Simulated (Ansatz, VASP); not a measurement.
**Cross-check of Zr2CF2 (Zr2CF2 MXene, 1 layer) between VASP and Ansatz**

Aim: how closely do two programs agree when they are given the same cell, functional and k mesh? The structure shown is the start of the Ansatz relaxation below; VASP solves that cell, so the two are compared at the walk's first step.

Program: Ansatz 0.2.0. Level of theory: plane waves, with VASP 6.6.1 beside it; single point at PBE. Results are calculated unless marked as measured.

## Step 1: The starting structure

The cell holds 5 atoms: 2 F, 2 Zr and 1 C. Its edges and angles: a = 3.289 Å, b = 3.289 Å, c = 26.591 Å, α = 90.0°, β = 90.0°, γ = 120.0°. Vacuum lies along c.

## Step 2: Ansatz: relaxation, PBE

Ansatz runs on its default PAW (the set named soft_2) files.

The two programs are compared at the cell with which this relaxation starts, whose forces are those of its first step.

input.yaml

```yaml
crystal:
  lattice:
    - [3.289, 0.0, 0.0]
    - [-1.6445, 2.848357553, 0.0]
    - [0.0, 0.0, 26.5906824036]
  atoms:
    - { symbol: F, position: [0.3333333333, 0.6666666667, 0.4136787403] }
    - { symbol: Zr, position: [0.6666666667, 0.3333333333, 0.4511952437] }
    - { symbol: C, position: [0.0, 0.0, 0.5] }
    - { symbol: Zr, position: [0.3333333333, 0.6666666667, 0.5488047563] }
    - { symbol: F, position: [0.6666666667, 0.3333333333, 0.5863212597] }
kpoints:
  mp_grid: { grid: [12, 12, 1] }
hamiltonian:
  xc: pbe
scf:
  occupations: { method: fermi_dirac, width: 0.05 }
  convergence: { dr2_threshold: 1.0e-08 }
efield:
  axis: 3
  dipole_correction: true
  ramp_position: 0.97
  ramp_width: 0.04
relax:
  f_tol: 0.01
  cell: { fix: [c, alpha, beta] }
output:
  write_potential: true
  write_density: true
  volumetric_format: npy
```

Started as:

```sh
$ ansatz run input.yaml --threads 4 --pin off --max-ram 8192MiB --backend cpu --events-out ev --progress --plain --runs-dir out
```

Numbers of over 12 decimals in the logs are rounded to 6 here.

The program printed:

```text
Warning: relax.cell: scf.convergence.dr2_threshold = 1e-8 eV is looser than the 5e-10 eV advised for a relaxation that steers and ends on the stress (1e-10 eV for each atom of the cell: 5). What an SCF threshold leaves in a stress goes as its square root, and in the free energy as the threshold itself, and one threshold admits the most on a small cell: [figures from the program's tests cut] Set scf.convergence.dr2_threshold to 5e-10 eV or tighter. The threshold is an SCF's pass mark: one that does not reach it within its budget of iterations ends unconverged, or closes short of it on a stop that the run arms, and scf.convergence.dr2_threshold's page says what that costs each kind of run
Engine: ansatz 0.2.0, aarch64-unknown-linux-gnu
Pseudopotentials: kind: paw
Pseudopotential: F, paw, valence charge 7, recommended cutoff 420 eV (normal), F.paw.azcp
Pseudopotential: Zr, paw, valence charge 12, recommended cutoff 420 eV (normal), Zr.paw.azcp
Pseudopotential: C, paw, valence charge 4, recommended cutoff 420 eV (normal), C.paw.azcp
Functional definition: PBE
  parameter kappa = 0.804
  parameter beta = 0.066725
  exchange = pbe_x(kappa = kappa, mu = beta*pi^2/3)
  correlation = pbe_c(beta = beta)
Crystal: 5 atoms, lattice volume = 249.108 Å³
Basis set: ecut = 420 eV, 4973 PW (Γ), exchange–correlation on 48×48×360 points (8 copies of the dense FFT grid, shifted against one another)
Bands: 26, of which v1, the nominal top of the filled ones, is band 21 counted from 1 (20 counted from 0)
Symmetry: 6 space group operations
k-points: 19 of 144 (time reversal used)
Non-local potential: F, projectors of the file, l = 0: 2, l = 1: 2, l = 2: 1
Non-local potential: Zr, projectors of the file, l = 0: 3, l = 1: 2, l = 2: 2, l = 3: 2
Non-local potential: C, projectors of the file, l = 0: 2, l = 1: 2, l = 2: 1
PAW form: soft (Blöchl's): semilocal exchange-correlation on the pseudo side does not see the compensation charge
PAW one-centre angular grid: F, 110 points (default); XC on 64 Gauss nodes
PAW one-centre angular grid: Zr, 590 points (default); XC on 64 Gauss nodes
PAW one-centre angular grid: C, 110 points (default); XC on 64 Gauss nodes
Initial density: superposition of atomic densities (neutral atoms: chi_scale 0, normalization atom), corrected by the library's trained network
Initial wavefunctions: pseudopotential atomic-orbital guess
Functional: x = pbe(κ = 0.804, μ = 0.219515), c = pbe(β = 0.066725)
SCF iter   1: F=—  HF=-10239.900533 eV  |F-HF|=—  |Δ(HF+E_count)|=         —  Δρ=3.58e-3  dr2=5.75e-2  ethr=1.77e-3  p=-0.000 e·Å  D=-2.11e-6 V/Å  ΔV_dip=0.00 eV  dr2_dipole=6.89e-8  V_vac-E_F(+/−)=2.15/2.15 eV  ⟨swp⟩=6.8  Hψ=2536  notcnv=0
efield: sawtooth ramp at fractional position 0.9700 (set: `efield.ramp_position`, or a place that a band, a saddle search or an elastic batch's reference lends), width 0.0400; the density the first Hamiltonian is built on has a dipole p = -0.000 e·Å; the dipole correction subtracts the counter field D = -2.11e-6 V/Å, which shifts the + side's vacuum level by +0.00 eV against the − side's; the planar-averaged density in the ramp window peaks in size at 1.7e-6 e/Å³
preconditioner: auto → LDOS  [metal: Δε(μ)=0.102 eV  Ē_g=8.892 eV  σ=0.050 eV  W_gap=0.46  n_scr=16 (ndim 8)  ℏωp=11.0 eV  f_vac=0.725  D(μ)=1.17/eV (n_scr^D=6)  β→1.0]
SCF iter   2: F=—  HF=-10239.900748 eV  |F-HF|=—  |Δ(HF+E_count)|=   2.15e-4  Δρ=3.86e-3  dr2=3.26e-2  ethr=1.37e-4  p=-0.000 e·Å  D=-1.07e-5 V/Å  ΔV_dip=0.00 eV  dr2_dipole=2.19e-7  V_vac-E_F(+/−)=1.31/1.31 eV  ⟨swp⟩=3.8  Hψ=1238  notcnv=0  defer=4
SCF iter   3: F=—  HF=-10239.891469 eV  |F-HF|=—  |Δ(HF+E_count)|=   9.28e-3  Δρ=1.04e-3  dr2=2.19e-3  ethr=7.76e-5  p=0.000 e·Å  D=1.12e-5 V/Å  ΔV_dip=-0.00 eV  dr2_dipole=1.08e-10  V_vac-E_F(+/−)=1.58/1.58 eV  ⟨swp⟩=3.0  Hψ=1062  notcnv=0  defer=4
SCF iter   4: F=—  HF=-10239.890930 eV  |F-HF|=—  |Δ(HF+E_count)|=   5.39e-4  Δρ=1.46e-4  dr2=1.15e-4  ethr=5.22e-6  p=0.000 e·Å  D=7.19e-6 V/Å  ΔV_dip=-0.00 eV  dr2_dipole=2.65e-9  V_vac-E_F(+/−)=1.52/1.52 eV  ⟨swp⟩=2.1  Hψ=736  notcnv=0  defer=4
SCF iter   5: F=—  HF=-10239.890920 eV  |F-HF|=—  |Δ(HF+E_count)|=   9.88e-6  Δρ=6.93e-5  dr2=1.62e-5  ethr=2.74e-7  p=0.000 e·Å  D=2.33e-6 V/Å  ΔV_dip=-0.00 eV  dr2_dipole=2.16e-11  V_vac-E_F(+/−)=1.50/1.50 eV  ⟨swp⟩=2.2  Hψ=888  notcnv=0  defer=4
SCF iter   6: F=—  HF=-10239.890830 eV  |F-HF|=—  |Δ(HF+E_count)|=   9.02e-5  Δρ=2.06e-5  dr2=7.24e-7  ethr=3.86e-8  p=0.000 e·Å  D=1.08e-6 V/Å  ΔV_dip=-0.00 eV  dr2_dipole=1.88e-12  V_vac-E_F(+/−)=1.50/1.50 eV  ⟨swp⟩=2.0  Hψ=707  notcnv=0  defer=4
[...]
SCF 6 converged in 6 iterations: F = -10241.080791 eV  dr2 = 1.17e-9
relax step   6: F+E_penalty+E_count = -10241.08079120 eV  Δ(F+E_penalty+E_count) = -8.016e-4 eV  max|allowed force component| = 8.107e-4 eV/Å  Δτ_max = 0.0031 Å  P = -0.011 GPa  Ω = 251.309 Å³  energy of the carried Pulay correction = -1.520e-3 eV  fix = [c, alpha, beta]  reactions: c -0.019 GPa  (6 SCF iters, accepted)
Initial wavefunctions: pseudopotential atomic-orbital guess (no wavefunctions were taken with the density)
iter 1 solved again at ethr=1.35e-8 eV; its pass at ethr=3.10e-3 eV (dr2=5.67e-6 eV) is discarded
SCF iter   1: F=—  HF=-10241.082434 eV  |F-HF|=—  |Δ(HF+E_count)|=         —  Δρ=4.43e-5  dr2=6.42e-7  ethr=1.35e-8  p=0.000 e·Å  D=1.30e-7 V/Å  ΔV_dip=-0.00 eV  dr2_dipole=2.31e-13  V_vac-E_F(+/−)=3.98/3.98 eV  ⟨swp⟩=4.7  Hψ=4325  notcnv=0
efield: sawtooth ramp at fractional position 0.9700 (set: `efield.ramp_position`, or a place that a band, a saddle search or an elastic batch's reference lends), width 0.0400; the density the first Hamiltonian is built on has a dipole p = 0.000 e·Å; the dipole correction subtracts the counter field D = 1.30e-7 V/Å, which shifts the + side's vacuum level by -0.00 eV against the − side's; the planar-averaged density in the ramp window peaks in size at 9.2e-7 e/Å³
preconditioner: auto → LDOS  [metal: Δε(μ)=0.048 eV  Ē_g=8.224 eV  σ=0.050 eV  W_gap=0.23  n_scr=16 (ndim 8)  ℏωp=11.0 eV  f_vac=0.718  D(μ)=1.42/eV (n_scr^D=8)  β→1.0]
SCF iter   2: F=—  HF=-10241.082472 eV  |F-HF|=—  |Δ(HF+E_count)|=   3.84e-5  Δρ=2.28e-5  dr2=6.87e-7  ethr=1.53e-9  p=0.000 e·Å  D=1.79e-7 V/Å  ΔV_dip=-0.00 eV  dr2_dipole=2.37e-13  V_vac-E_F(+/−)=3.98/3.98 eV  ⟨swp⟩=3.1  Hψ=941  notcnv=0
SCF iter   3: F=—  HF=-10241.082470 eV  |F-HF|=—  |Δ(HF+E_count)|=   1.69e-6  Δρ=5.68e-6  dr2=4.38e-8  ethr=1.53e-9  p=0.000 e·Å  D=1.13e-7 V/Å  ΔV_dip=-0.00 eV  dr2_dipole=2.45e-14  V_vac-E_F(+/−)=3.98/3.98 eV  ⟨swp⟩=2.0  Hψ=740  notcnv=0
SCF iter   4: F=-10241.082472 eV  HF=-10241.082472 eV  |F-HF|=1.70e-7  |Δ(HF+E_count)|=   1.39e-6  Δρ=8.59e-7  dr2=1.01e-9  ethr=2.38e-11  p=0.000 e·Å  D=9.33e-8 V/Å  ΔV_dip=-0.00 eV  dr2_dipole=1.79e-17  V_vac-E_F(+/−)=3.98/3.98 eV  ⟨swp⟩=10.7  Hψ=4092  notcnv=0
SCF 7 converged in 4 iterations: F = -10241.082472 eV  dr2 = 1.01e-9
relax step   7: F+E_penalty+E_count = -10241.08247183 eV  Δ(F+E_penalty+E_count) = -1.681e-3 eV  max|allowed force component| = 1.078e-3 eV/Å  Δτ_max = 0.0000 Å  P = +0.010 GPa  Ω = 251.309 Å³  fix = [c, alpha, beta]  reactions: c +0.001 GPa  stress off target by 1.50e-2 GPa on what of the cell is left free  SCF on the basis re-selected at this cell (its energy is not comparable with the rows above)  (4 SCF iters)
basis re-selected at this cell: Δ(F+E_penalty+E_count) = -1.681e-3 eV, ΔP = +0.021 GPa vs the last step (what re-selecting the basis moved, of the pressure what is left beyond the Pulay correction that the steps carried, after the strain that the cell walked since its last selection, with what the two solves' SCF thresholds leave and, on support functions, any second-order correction that the steps lacked; it is no m [...]
WARN: The output density's exchange-correlation potential varies sharply where the density is thin. Do not read a vacuum level from v_tot or v_xc, or from such a field of the output density. On a cell that repeats whose density bears no net charge and no dipole along the vacuum's axis use v_es (v_loc + v_h of the components); under efield.dipole_correction with no amplitude use v_es + v_field, which holds any externa [...]
SCF converged after 4 iterations
Free energy (F): -10241.082472 eV
Harris-Foulkes:  -10241.082472 eV  (|F-HF|=1.70e-7)
Internal energy: -10241.070684 eV  (E = F + TS)
E sigma→0 (E₀):  -10241.076578 eV
Entropy (-TS):   -0.011788 eV (-2.358 meV/atom)
Fermi energy:    0.539562 eV
Dipole field:    D = 0.000000 V/Å  (p = 0.000000 e·Å, saw-weighted, corrected)
Work function:   Φ+ = 3.9823 eV   Φ− = 3.9823 eV
Levels:          The Fermi level and band energies are counted from a zero that moves with the ramp; work functions are not
--- Per-component energies (eV) ---
  E_band       = -737.431783
  E_kinetic    = 1172.152056
  E_local      = -46177.719605  (includes V_loc(G=0)·N_el)
  E_nonlocal   = 330.861575
  E_hartree    = 22442.448791
  E_xc         = -534.147062
  E_vxc        = -650.193365  (∫ρ·V_xc dr)
  E_paw        = -6406.820178  (= ΣΔE_a)
  E_vpaw       = -297.433676  (= ΣTr[D̂ρ^β])
  E_aug_tail   = 0.004132  (compensation charges beyond the density's cutoff)
  E_efield     = 0.000000  (sawtooth field / dipole correction)
  E_vefield    = -0.000001  (∫n·V_field dr)
  E_ewald      = 18932.149607
  E_smearing   = -0.011788  (= −TS)
  E_closure    = 0.000000  (closes the sum)
  Σ components = -10241.082472   (vs F -10241.082472, Δ=0.00e0)
--- Forces (eV/Å), atoms counted from 1 ---
  atom   1  F      0.00000000     0.00000000    -0.00107781
  atom   2  Zr     0.00000000     0.00000000     0.00103513
  atom   3  C     -0.00000000     0.00000000    -0.00000011
  atom   4  Zr     0.00000000     0.00000000    -0.00103512
  atom   5  F      0.00000000    -0.00000000     0.00107795
  max |Σ_I F_I| component: 3.40e-8 eV/Å
--- Stress (GPa, compression-positive) ---
        0.015018       0.000000      -0.000000
        0.000000       0.015018       0.000000
       -0.000000       0.000000       0.001205
  P = ⅓ Tr σ = 0.0104 GPa (0.104 kbar)
--- Band table (eV; the first three rows and the last of 19) ---
  k-point 0: bands = [... 17 lower, -3.7160, -2.5227, -2.5227, 0.7045, 0.7045, 0.9909, 2.4014, 2.7713, ... 1 higher]
  k-point 1: bands = [... 17 lower, -3.6467, -2.7095, -2.5387, 0.4589, 0.8501, 1.0506, 2.5557, 2.6799, ... 1 higher]
  k-point 2: bands = [... 17 lower, -3.4870, -3.0931, -2.5644, -0.0840, 1.2658, 1.2659, 2.5384, 2.6213, ... 1 higher]
  k-point 18: bands = [... 17 lower, -3.5367, -3.5367, -2.8150, 0.9558, 1.7378, 1.7378, 3.1514, 3.6021, ... 1 higher]
--- Relaxed structure (6 steps of the walk, 6 accepted, 1 SCFs on fresh bases) ---
  F+E_penalty+E_count = -10241.08247183 eV   max|allowed force component| = 1.078e-3 eV/Å   (the final SCF, on the basis selected at the relaxed cell)
  cell:  # Å, volume = 251.3092 Å³
    - [3.303499, 5.365560090756352e-19, 0]
    - [-1.651749, 2.860914, 0]
    - [0, 0, 26.5906824036]
  atoms:
    - { symbol: F, position: [0.333333, 0.666667, 0.403620] }
    - { symbol: Zr, position: [0.666667, 0.333333, 0.453705] }
    - { symbol: C, position: [0, 0, 0.500000] }
    - { symbol: Zr, position: [0.333333, 0.666667, 0.546295] }
    - { symbol: F, position: [0.666667, 0.333333, 0.596380] }
```

(Part 1 of 2 ends here.)

[Lines on the potential files, build, host, timing and source positions are cut from VASP's logs without a mark.]

[Logs are printed without paths, hosts, clocks, repeated set-up lines and the standing remarks that a program may print on its own settings, such as how far it seeks lower states.]

[Hosts, paths, dates, database ids (printed as entryN), source tags and the programs' standing remarks are cut or masked in the printed files.]
